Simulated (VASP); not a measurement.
# BAs (F-43m) in VASP: G0W0 quasiparticle levels with PBE

Aim: the G0W0 quasiparticle levels of BAs with PBE.

All numbers are computed with VASP 6.6.1; they aren't measurements. Logs are shortened: lines on timing, memory, paths and dates and some standing lists are left out, and cuts for length are marked.

**1. The crystal as given**

It takes space group F-43m (No. 216, cubic). Conventional cell: a = 4.809 Å, b = 4.809 Å, c = 4.809 Å, α = 90.00°, β = 90.00°, γ = 90.00°. B (site symmetry -43m) is surrounded by 4 As at 2.08 Å. As (site symmetry -43m) is surrounded by 4 B at 2.08 Å.

**2. G0W0 quasiparticle levels, PBE**

File POSCAR:

```
BAs
1.0
    0.0000000000      2.4045500000      2.4045500000
    2.4045500000      0.0000000000      2.4045500000
    2.4045500000      2.4045500000      0.0000000000
B As
1 1
Direct
    0.0000000000      0.0000000000      0.0000000000
    0.2500000000      0.2500000000      0.2500000000
```

File INCAR.step1:

```
  PREC = Accurate
  ENCUT = 420
  EDIFF = 1E-8
  ISMEAR = 0
  SIGMA = 0.01
  LREAL = False
  LASPH = True
  NELM = 100
  ALGO = Normal
  LWAVE = True
  LCHARG = False
  GGA = PE
```

File INCAR.step2:

```
  PREC = Accurate
  ENCUT = 420
  EDIFF = 1E-8
  ISMEAR = 0
  SIGMA = 0.01
  LREAL = False
  LASPH = True
  NELM = 1
  ALGO = Exact
  LWAVE = True
  LCHARG = False
  GGA = PE
  NBANDS = 144
  LOPTICS = True
  ISTART = 1
```

File INCAR.step3:

```
  PREC = Accurate
  ENCUT = 420
  EDIFF = 1E-8
  ISMEAR = 0
  SIGMA = 0.01
  LREAL = False
  LASPH = True
  ALGO = EVGW0
  LWAVE = False
  LCHARG = False
  GGA = PE
  NELMGW = 1
  NBANDS = 144
  ENCUTGW = 200
  NOMEGA = 60
  PRECFOCK = Fast
  ISTART = 1
  NBANDSGW = 12
```

File KPOINTS:

```
Automatic mesh
0
Gamma
  6 6 6
```

Potentials or basis: VASP PAW PBE potentials, release 64 (B_GW, As_GW).

On the command line:

```sh
$ cat potpaw_PBE.64/B_GW/POTCAR potpaw_PBE.64/As_GW/POTCAR > POTCAR
$ cp INCAR.step1 INCAR
$ mpirun -np 1 vasp_std > vasp.out
$ cp INCAR.step2 INCAR
$ mpirun -np 1 vasp_std > vasp.out
$ cp INCAR.step3 INCAR
$ mpirun -np 1 vasp_std > vasp.out
```

OUTCAR:

```text
PREC = Accurate
   ENCUT = 420
   EDIFF = 1E-8
   ISMEAR = 0
   LREAL = False
   LASPH = True
   GGA = PE
   NELMGW = 1
   ENCUTGW = 200
   PRECFOCK = Fast
   ISTART = 1

 ion  position               nearest neighbor table
   1  0.000  0.000  0.000-   2 2.08   2 2.08   2 2.08   2 2.08
   2  0.250  0.250  0.250-   1 2.08   1 2.08   1 2.08   1 2.08

  LATTYP: Found a face centered cubic cell.
 ALAT       =     4.8091000000

  Lattice vectors:

 A1 = (   0.0000000000,   2.4045500000,   2.4045500000)
 A2 = (   2.4045500000,   0.0000000000,   2.4045500000)
 A3 = (   2.4045500000,   2.4045500000,   0.0000000000)

Analysis of symmetry for initial positions (statically):
=====================================================================
 Subroutine PRICEL returns:
 Original cell was already a primitive cell.

 Routine SETGRP: Setting up the symmetry group for a
 face centered cubic supercell.

 Subroutine GETGRP returns: Found 24 space group operations
 (whereof 24 operations were pure point group operations)
 out of a pool of 48 trial point group operations.

The static configuration has the point symmetry T_d .

Analysis of symmetry for dynamics (positions and initial velocities):
=====================================================================
 Subroutine PRICEL returns:
 Original cell was already a primitive cell.

 Routine SETGRP: Setting up the symmetry group for a
 face centered cubic supercell.

 Subroutine GETGRP returns: Found 24 space group operations
 (whereof 24 operations were pure point group operations)
 out of a pool of 48 trial point group operations.

The dynamic configuration has the point symmetry T_d .

 Subroutine INISYM returns: Found 24 space group operations
 (whereof 24 operations are pure point group operations),
 and found     1 'primitive' translations

----------------------------------------------------------------------------------------

                                     Primitive cell

  volume of cell :      27.8055

  direct lattice vectors                    reciprocal lattice vectors
     0.000000000  2.404550000  2.404550000    -0.207939115  0.207939115  0.207939115
     2.404550000  0.000000000  2.404550000     0.207939115 -0.207939115  0.207939115
     2.404550000  2.404550000  0.000000000     0.207939115  0.207939115 -0.207939115

  length of vectors
     3.400547221  3.400547221  3.400547221     0.360161113  0.360161113  0.360161113

  position of ions in fractional coordinates (direct lattice)
     0.000000000  0.000000000  0.000000000
     0.250000000  0.250000000  0.250000000

  ion indices of the primitive-cell ions
   primitive index   ion index
                 1           1
                 2           2

----------------------------------------------------------------------------------------

 KPOINTS: Automatic mesh

Automatic generation of k-mesh.
 Grid dimensions read from file:
 generate k-points for:    6    6    6

 Generating k-lattice:

  Cartesian coordinates                     Fractional coordinates (reciprocal lattice)
    -0.034656519  0.034656519  0.034656519     0.166666667  0.000000000  0.000000000
     0.034656519 -0.034656519  0.034656519     0.000000000  0.166666667  0.000000000
     0.034656519  0.034656519 -0.034656519     0.000000000  0.000000000  0.166666667

  Length of vectors
     0.060026852  0.060026852  0.060026852

  Shift w.r.t. Gamma in fractional coordinates (k-lattice)
     0.000000000  0.000000000  0.000000000

 Subroutine IBZKPT returns following result:
 ===========================================

 Found     16 irreducible k-points:

 Following reciprocal coordinates:
            Coordinates               Weight
  0.000000  0.000000  0.000000      1.000000
  0.166667  0.000000  0.000000      8.000000
  0.333333  0.000000  0.000000      8.000000
  0.500000  0.000000  0.000000      4.000000
  0.166667  0.166667  0.000000      6.000000
  0.333333  0.166667  0.000000     24.000000
[... 8 lines left out ...]
 -0.333333  0.333333  0.166667     24.000000
 -0.333333  0.500000  0.166667     12.000000
   k-points           NKPTS =     16   k-points in BZ     NKDIM =    216   number of bands    NBANDS=    144
   number of dos      NEDOS =    301   number of ions     NIONS =      2
   total plane-waves  NPLWV =  13824
   dimension x,y,z NGX =    24 NGY =   24 NGZ =   24
   dimension x,y,z NGXF=    48 NGYF=   48 NGZF=   48
   ions per type =               1   1
   NGX,Y,Z   is equivalent  to a cutoff of  11.73, 11.73, 11.73 a.u.
   NGXF,Y,Z  is equivalent  to a cutoff of  23.47, 23.47, 23.47 a.u.
 SYSTEM =  unknown system
   PREC   = accura    normal or accurate (medium, high low for compatibility)
   ISTART =      1    job   : 0-new  1-cont  2-samecut
   ICHARG =      0    charge: 1-file 2-atom 10-const
   ISPIN  =      1    spin polarized calculation?
   LNONCOLLINEAR =      F non collinear calculations
   LSORBIT =      F    spin-orbit coupling
   LASPH  =      T    aspherical Exc in radial PAW
   ENCUT  =  420.0 eV  30.87 Ry    5.56 a.u.   5.68  5.68  5.68*2*pi/ulx,y,z
   NELM   =     60;   NELMIN=  2; NELMDL=  0     # of ELM steps
   EDIFF  = 0.1E-07   stopping-criterion for ELM
   LREAL  =      F    real-space projection
   EDIFFG = 0.1E-06   stopping-criterion for IOM
   NSW    =      0    number of steps for IOM
   IBRION =     -1    ionic relax: 0-MD 1-quasi-New 2-CG
   NFREE  =      0    steps in history (QN), initial steepest desc. (CG)
   ISIF   =      0    stress and relaxation
   ISYM   =      3    0-nonsym 1-usesym 2-fastsym
   POTIM  = 0.5000    time-step for ionic-motion
   TEBEG  =    0.0;   TEEND  =   0.0 temperature during run
   PSTRESS=    0.0 pullay stress
   NELECT =       8.0000    total number of electrons
   NUPDOWN=      -1.0000    fix difference up-down
   EMIN   =  10.00;   EMAX   =-10.00  energy-range for DOS
   EFERMI =   0.00;   METHOD = LEGACY
   ISMEAR =     0;   SIGMA  =   0.01  broadening in eV -4-tet -1-fermi 0-gaus
   EFERMI_NEDOS =   21; number of points for ismear=-14 and -15
   IALGO  =     38    algorithm
   IMIX   =      4    mixing-type and parameters
     AMIX     =   0.40;   BMIX     =  1.00
     AMIX_MAG =   1.60;   BMIX_MAG =  1.00
  volume/ion in A,a.u.               =      13.90        93.82
  Fermi-wavevector in a.u.,A,eV,Ry     =   1.080756  2.042333 15.892063  1.168034
  Thomas-Fermi vector in A             =   2.216755
   LORBIT       =      0    0 simple, 1 ext, 2 COOP (PROOUT), +10 PAW based schemes
   GGA     = PE    functional components
   LHFCALC =     T    Hartree Fock is set to
   PRECFOCK=fast      Normal, Fast or Accurate (Low or Medium for compatibility)
   ENCUT4O =  -1.0   cutoff for four orbital integrals eV
   NKREDX  =     1    reduce k-point grid by
   NKREDY  =     1    reduce k-point grid by
   NKREDZ  =     1    reduce k-point grid by
   AEXX    =    1.0000 exact exchange contribution
   HFSCREEN=    0.0000 screening length (either q_TF or 0.3 A-1)
   HFSCREENC=   0.0000 screening length for correlation (either q_TF or 0.3 A-1)
   ENCUTFOCK=  -1.0 apply spherical cutoff to Coloumb kernel
   IVDW    =     0    specifies the selected vdW correction
   LEPSILON=     F    determine dielectric tensor
   LRPA    =     F    only Hartree local field effects (RPA)
   LRPAFORCE           =     F    calculate RPA forces
   ENCUTGW             = 200.0    cutoff for response function in eV
   ENCUTGWSOFT         = 160.0    soft cutoff for Coulomb kernel in GW response function in eV
   ENCUTLF             =  -1.0    cutoff for local field effects
   NELMGW              =     1    number of iterations in solving QP/BSE equation
   NELMHF              =     1    number of iterations in the inner HF iteration
   NKREDLFX            =     1    NKREDLFY  =   1   NKREDLFZ  =   1
 non-spin polarized calculation
 Gauss-broadening in eV      SIGMA  =   0.01
  energy-cutoff  :      420.00
  volume of cell :       27.81
 maximum number of plane-waves:       556
  NGX = 14; NGY = 14; NGZ = 14
   NGX = 11   NGY = 11   NGZ = 11
 maximum number of plane-waves:       190

 QP shifts <psi_nk| G(iteration)W_0 |psi_nk>: iteration 1
 for sc-GW calculations column KS-energies equals QP-energies in previous step
 and V_xc(KS)=  KS-energies - (<T + V_ion + V_H > + <T+V_H+V_ion>^1  + <V_x>^1)

 k-point   1 :       0.0000    0.0000    0.0000
  band No.  KS-energies  QP-energies   sigma(KS)   V_xc(KS)     V^pw_x(r,r')   Z            occupation Imag(sigma)

      1      -9.2750     -10.0370     -12.7136     -11.6140     -19.5130       0.6929       2.0000       1.1584
      2       5.9493       5.3617     -13.2784     -12.5321     -13.9261       0.7874       2.0000       0.0425
      3       5.9493       5.3617     -13.2784     -12.5321     -13.9261       0.7874       2.0000       0.0425
      4       5.9493       5.3617     -13.2784     -12.5321     -13.9261       0.7874       2.0000       0.0425
      5       9.1978       9.4467     -11.0177     -11.3354      -6.7088       0.7834       0.0000      -0.0584
      6       9.1978       9.4467     -11.0177     -11.3354      -6.7088       0.7834       0.0000      -0.0584
      7       9.1978       9.4467     -11.0177     -11.3354      -6.7088       0.7834       0.0000      -0.0584
      8      10.3563      10.8299     -11.9624     -12.5866      -6.7305       0.7586       0.0000      -0.0847
      9      15.4222      15.3833      -8.9054      -8.8554      -3.0742       0.7770       0.0000      -0.2431
     10      18.8173      18.8060     -10.3584     -10.3439      -4.3479       0.7761       0.0000      -0.3323
     11      18.8173      18.8060     -10.3584     -10.3439      -4.3479       0.7761       0.0000      -0.3323
     12      20.2366      20.0882      -9.1516      -8.9624      -2.4943       0.7839       0.0000      -0.6493

 k-point   2 :       0.1667    0.0000    0.0000
  band No.  KS-energies  QP-energies   sigma(KS)   V_xc(KS)     V^pw_x(r,r')   Z            occupation Imag(sigma)

      1      -8.8304      -9.5874     -12.7401     -11.6549     -19.3746       0.6975       2.0000       1.1099
      2       3.0210       2.3558     -12.8654     -11.9994     -14.5088       0.7682       2.0000       0.0627
      3       5.2819       4.6875     -13.1065     -12.3491     -13.9480       0.7848       2.0000       0.0444
      4       5.2819       4.6875     -13.1065     -12.3491     -13.9480       0.7848       2.0000       0.0444
      5       9.1466       9.4221     -11.2393     -11.5929      -6.7298       0.7793       0.0000      -0.0636
      6      10.0678      10.3264     -11.1589     -11.4922      -6.5548       0.7760       0.0000      -0.0676
      7      10.0678      10.3264     -11.1589     -11.4922      -6.5548       0.7760       0.0000      -0.0676
      8      12.4099      12.7481     -11.7406     -12.1926      -6.0373       0.7482       0.0000      -0.1270
      9      16.8183      16.8629      -9.1984      -9.2560      -3.1227       0.7747       0.0000      -0.3176
     10      17.1915      17.1445      -9.7450      -9.6848      -3.9236       0.7819       0.0000      -0.2923
     11      17.1915      17.1445      -9.7450      -9.6848      -3.9236       0.7819       0.0000      -0.2923
     12      19.4871      19.3941      -8.9955      -8.8753      -2.5998       0.7737       0.0000      -0.4800
[... 196 lines left out ...]
      1      -5.5416      -6.1770     -13.0857     -12.2098     -18.4100       0.7254       2.0000       0.6666
      2      -1.9949      -2.7836     -12.8380     -11.7397     -16.9397       0.7181       2.0000       0.3061
      3       0.6357      -0.1085     -12.3193     -11.3225     -14.9212       0.7466       2.0000       0.1143
      4       2.1692       1.4558     -12.4747     -11.5395     -14.4182       0.7628       2.0000       0.0710
      5      10.2511      10.4348     -10.6253     -10.8622      -5.7207       0.7751       0.0000      -0.0794
      6      11.1149      11.2808     -10.6762     -10.8909      -5.6169       0.7729       0.0000      -0.0926
      7      13.2938      13.6426     -11.1867     -11.6551      -5.0758       0.7445       0.0000      -0.1724
      8      14.7158      14.8709     -10.8006     -11.0069      -4.7290       0.7517       0.0000      -0.2305
      9      16.0925      16.1840     -10.7979     -10.9184      -4.5795       0.7588       0.0000      -0.2783
     10      20.2532      20.3186     -10.6940     -10.7806      -3.6793       0.7556       0.0000      -0.5790
     11      21.9732      22.1665     -10.9753     -11.2354      -3.5471       0.7434       0.0000      -0.7709
     12      22.9458      22.9381      -9.6563      -9.6464      -2.9006       0.7662       0.0000      -0.6849

 k-point  16 :      -0.3333    0.5000    0.1667
  band No.  KS-energies  QP-energies   sigma(KS)   V_xc(KS)     V^pw_x(r,r')   Z            occupation Imag(sigma)

      1      -5.0768      -5.6724     -13.1051     -12.2868     -18.1958       0.7278       2.0000       0.5967
      2      -2.1611      -2.9761     -13.0976     -11.9566     -17.3970       0.7143       2.0000       0.3357
      3       0.9050       0.1630     -12.2272     -11.2397     -14.6592       0.7515       2.0000       0.0995
      4       1.0993       0.3612     -12.2547     -11.2739     -14.6099       0.7526       2.0000       0.0952
      5       9.7121       9.7655     -10.4402     -10.5087      -5.7064       0.7799       0.0000      -0.0748
      6       9.8922      10.1034     -10.4773     -10.7477      -5.6838       0.7809       0.0000      -0.0763
      7      14.4634      14.6802     -11.1995     -11.4909      -4.9253       0.7440       0.0000      -0.2302
      8      14.7078      14.9778     -10.9564     -11.3153      -4.7961       0.7521       0.0000      -0.2303
      9      18.0915      18.3056     -11.4021     -11.6932      -4.1422       0.7356       0.0000      -0.4841
     10      21.3477      21.5553     -11.3437     -11.6195      -4.1333       0.7528       0.0000      -0.7263
     11      21.6356      21.6311     -10.4157     -10.4098      -3.3434       0.7568       0.0000      -0.6426
     12      24.4685      24.6411     -10.6475     -10.8773      -3.4267       0.7514       0.0000      -0.9014
```

It took 4.5 min on 1 thread of Intel Xeon Platinum 8488C (Sapphire Rapids), shared host; peak memory 0.56 GiB.

Results:

```
Band gap on the k mesh, mean-field level : 1.29 eV, indirect (least direct gap 3.25 eV)
Quasiparticle gap                        : 1.92 eV
Least direct quasiparticle gap           : 4.08 eV
```

Caveat: bands, screening cutoff and mesh are small and nothing is extrapolated, so the quasiparticle values aren't converged. A k mesh can miss the band edges.
